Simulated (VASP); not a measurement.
# LaLuN2 (P-6m2) in VASP: notebook, part 2 of 2

VASP 6.6.1. The steps go on from the part before.

## Step 3: Relaxation of cell and atoms, PBE

This run uses another cell than the first one, of 34.16 Å³/atom, 1.309 times its volume.

INCAR reads:

```
SYSTEM = LaLuN2
ALGO = Normal
EDIFF = 1E-7
EDIFFG = -0.005
ENCUT = 520
GGA = PE
IBRION = 2
ISIF = 3
ISMEAR = 0
KPAR = 4
LASPH = .TRUE.
LCHARG = .FALSE.
LREAL = .FALSE.
LWAVE = .FALSE.
NELM = 120
NSW = 60
POTIM = 0.3
PREC = Accurate
SIGMA = 0.1
```

KPOINTS reads:

```
k-points
0
G
  8 8 6
  0 0 0
```

POSCAR reads:

```
LaLuN2                                  
1.0
    5.3414897865      0.0000000000      0.0000000000
   -2.6707448933      4.6258658491     -0.0000000000
    0.0000000000     -0.0000000000      5.5295267233
  La              Lu              N             
     1     1     2
Direct
     0.0000000000000000    0.0000000000000000    0.0000000000000000
     0.6666666699999979    0.3333333300000021    0.0000000000000000
     0.6666666699999979    0.3333333300000021    0.3909153715215745
     0.6666666699999979    0.3333333300000021    0.6090846284784251
```

Potentials or basis: VASP PAW PBE potentials, release 64 (La, Lu, N).

Command:

```bash
$ cat potpaw_PBE.64/La/POTCAR potpaw_PBE.64/Lu/POTCAR potpaw_PBE.64/N/POTCAR > POTCAR
$ mpirun -np 4 vasp_std > vasp.out
```

OUTCAR:

```text
SYSTEM = LaLuN2
   EDIFF = 1E-7
   EDIFFG = -0.005
   ENCUT = 520
   GGA = PE
   IBRION = 2
   ISIF = 3
   ISMEAR = 0
   LASPH = .TRUE.
   LREAL = .FALSE.
   NELM = 120
   NSW = 60
   POTIM = 0.3
   PREC = Accurate

 ion  position               nearest neighbor table
   1  0.000  0.000  0.000-   2 3.08   2 3.08   2 3.08
   2  0.667  0.333  0.000-   3 2.16   4 2.16   1 3.08   1 3.08   1 3.08
   3  0.667  0.333  0.391-   4 1.21   2 2.16
   4  0.667  0.333  0.609-   3 1.21   2 2.16

  LATTYP: Found a hexagonal cell.
 ALAT       =     5.3414897865
 C/A-ratio  =     1.0352030883

  Lattice vectors:

 A1 = (   5.3414897865,   0.0000000000,   0.0000000000)
 A2 = (  -2.6707448933,   4.6258658491,   0.0000000000)
 A3 = (   0.0000000000,   0.0000000000,   5.5295267233)

Analysis of symmetry for initial positions (statically):
[... 378 lines left out ...]
  ---------------------------------------------------
  free energy    TOTEN  =       -23.51985844 eV

  energy without entropy =      -23.49411524  energy(sigma->0) =      -23.50698684

 E-fermi :   1.8954     XC(G=0):  -7.2950

 val. band max:        1.8931514428   @ k =   0.1250   0.0000   0.3333
 cond. band min:       1.9028455865   @ k =   0.2500   0.0000   0.3333
 fundamental gap:      0.0096941438
 Fermi energy:         1.8953826688

 k-point     1 :       0.0000    0.0000    0.0000
  band No.  band energies     occupation
      1     -53.7516      2.00000
      2     -31.7300      2.00000
      3     -24.6158      2.00000
      4     -24.6158      2.00000
      5     -24.4316      2.00000
      6     -19.7439      2.00000
[... 709 lines left out ...]
     26       2.8607      0.00000
     27       3.0217      0.00000

 [... further k-points ...]

------------------------ aborting loop because EDIFF is reached ----------------------------------------

  FORCE on cell =-STRESS in cart. coord.  units (eV):
  Direction    XX          YY          ZZ          XY          YZ          ZX
  --------------------------------------------------------------------------------------
  -------------------------------------------------------------------------------------
  Total        0.0096932      0.0096932     -0.0198243     -0.0000000      0.0000000      0.0000000
  in kB        0.1098267      0.1098267     -0.2246145     -0.0000000      0.0000000      0.0000000
  external PRESSURE =      -0.0016537 kB  Pullay stress =       0.0000000 kB
[... 19 lines left out ...]
  FREE ENERGIE OF THE ION-ELECTRON SYSTEM (eV)
  ---------------------------------------------------
  free  energy   TOTEN  =       -23.5198584397 eV

  energy  without entropy=      -23.4941152387  energy(sigma->0) =      -23.50698684

 reached required accuracy - stopping structural energy minimisation
```

CONTCAR:

```text
LaLuN2
   1.00000000000000
     5.4279892823373839   -0.0000000000009407   -0.0000000000000000
    -2.7139946412203173    4.7007766099070656    0.0000000000000000
     0.0000000000000000   -0.0000000000000000    5.5419290290523540
  La              Lu              N
     1     1     2
Direct
     0.0000000000000000    0.0000000000000000    0.0000000000000000
     0.6666666699999979    0.3333333300000021    0.0000000000000000
     0.6666666699999979    0.3333333300000021    0.3912927162896507
     0.6666666699999979    0.3333333300000021    0.6087072837103492

  0.00000000E+00  0.00000000E+00  0.00000000E+00
  0.00000000E+00  0.00000000E+00  0.00000000E+00
  0.00000000E+00  0.00000000E+00  0.00000000E+00
  0.00000000E+00  0.00000000E+00  0.00000000E+00
```

It took 6.6 min on 4 MPI ranks of Intel Xeon 6975P-C (Granite Rapids), shared host; peak memory 0.39 GiB.

What came out:

```
Free energy                            : -23.5199 eV
Relaxed volume                         : 35.35 Å³/atom
Relaxed cell                           : a = 5.428 Å, b = 5.428 Å, c = 5.542 Å, α = 90.00°, β = 90.00°, γ = 120.00°
Space group after relaxing (to 0.05 Å) : P-6m2 (No. 187)
Energy gained by relaxing              : 2.3 meV/atom
Ionic steps                            : 28
Pressure after relaxing                : 0.0 GPa
Band gap on the k mesh                 : none (metal or under the smearing width)
```

Step by step:
```tsv
step	energy change (eV)	largest force (eV/Å)	pressure (GPa)	volume (Å³)
1	0.0000	0.0845	0.47	136.63
2	-0.0037	0.1771	0.45	137.82
3	-0.0051	0.6319	0.41	139.80
4	-0.0059	0.5807	0.34	140.09
5	-0.0074	0.4283	0.15	140.97
6	-0.0077	0.1325	-0.22	142.75
7	-0.0080	0.2495	-0.08	142.04
8	-0.0083	0.1922	-0.08	141.91
9	-0.0088	0.0235	-0.09	141.51
10	-0.0089	0.0452	-0.09	141.35
11	-0.0090	0.0201	-0.04	141.24
12	-0.0090	0.0181	0.02	141.08
13	-0.0090	0.0212	0.03	141.07
14	-0.0090	0.0075	0.03	141.07
15	-0.0090	0.0313	0.01	141.10
16	-0.0091	0.0263	0.03	141.10
17	-0.0091	0.0127	0.04	141.13
18	-0.0091	0.0068	0.04	141.15
19	-0.0091	0.0088	0.04	141.21
20	-0.0091	0.0403	0.03	141.34
21	-0.0091	0.0316	0.03	141.30
22	-0.0091	0.0251	0.02	141.33
23	-0.0091	0.0057	0.01	141.40
24	-0.0091	0.0000	-0.02	141.42
25	-0.0091	0.0044	-0.01	141.41
26	-0.0091	0.0053	0.00	141.40
27	-0.0091	0.0038	-0.02	141.40
28	-0.0091	0.0006	0.00	141.41
```

Final structure:
```
CELL_PARAMETERS angstrom
5.42799 0.00000 0.00000
-2.71399 4.70078 0.00000
0.00000 0.00000 5.54193
ATOMIC_POSITIONS crystal
La 0.00000 0.00000 0.00000
Lu 0.66667 0.33333 0.00000
N 0.66667 0.33333 0.39129
N 0.66667 0.33333 0.60871
```

Levels at points of the mesh, in eV from the Fermi level:
```
           k point  band 20  band 21  band 22  band 23  band 24  band 25  band 26  band 27
(0.00, 0.00, 0.00)    -4.35    -1.97    -0.59    -0.59     0.45     0.91     0.91     1.14
(0.50, 0.00, 0.00)    -4.36    -0.79    -0.73    -0.59     0.03     0.42     0.75     1.02
(0.00, 0.00, 0.50)    -4.13    -1.91     0.22     0.22     0.94     0.94     1.14     1.15
(0.50, 0.00, 0.50)    -4.14    -0.83     0.08     0.31     0.42     0.74     0.79     0.83
```

Caveat: the standard files for N, O and F lose accuracy on very short bonds. The run has no spin-orbit coupling, so splittings on La, Lu are missing.
